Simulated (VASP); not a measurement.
The system is NbAl2N3.

```
Al Nb N
1.0
     2.80008   -4.26991    0.00000
     2.80008    4.26991    0.00000
     0.00000    0.00000    2.78719
Al Nb N
2 1 3
Direct
  0.21563 0.78437 0.00000
  0.78437 0.21563 0.00000
  0.50000 0.50000 0.00000
  0.00000 0.00000 0.00000
  0.50000 0.00000 0.50000
  0.00000 0.50000 0.50000
```

The cell was built by a generator and needn't be a form met in nature.

- Program: VASP 6.6.1
- Task: relaxation of cell and atoms
- Functional: PBE
- Potentials or basis: VASP PAW PBE potentials, release 64 (Al, Nb_sv, N)
- Cutoff: 520 eV
- k mesh: 3 × 3 × 5
- Occupations: gaussian, width 0.15 eV
- Spin: no spin polarisation

At the start: pressure -0.1 GPa; volume 11.11 Å³/atom.

Task: Where does the relaxation end?

Result: Over 6 steps the energy falls by 355.9 meV/atom and the volume is 10.95 Å³/atom (-1.4 %); space group Cmmm (No. 65, to 0.05 Å).

The path:
```tsv
step	energy change (eV)	largest force (eV/Å)	pressure (GPa)	volume (Å³)
1	0.0000	3.8620	-0.10	66.65
2	-2.0526	0.5129	-1.61	66.02
3	-2.1219	0.1661	-0.11	65.72
4	-2.1218	0.2372	0.06	65.68
5	-2.1283	0.2454	0.23	65.71
6	-2.1351	0.0662	0.10	65.70
```

Final structure:
```
Al Nb N
1.0
     2.50403   -4.82575    0.00000
     2.50403    4.82575    0.00000
     0.00000    0.00000    2.71853
Al Nb N
2 1 3
Direct
  0.18936 0.81064 0.00000
  0.81064 0.18936 0.00000
  0.50000 0.50000 0.00000
  0.00000 0.00000 0.00000
  0.50000 0.00000 0.50000
  0.00000 0.50000 0.50000
```

Caveat: the k mesh is coarse (spacing up to 0.45 Å⁻¹), so the values aren't converged.
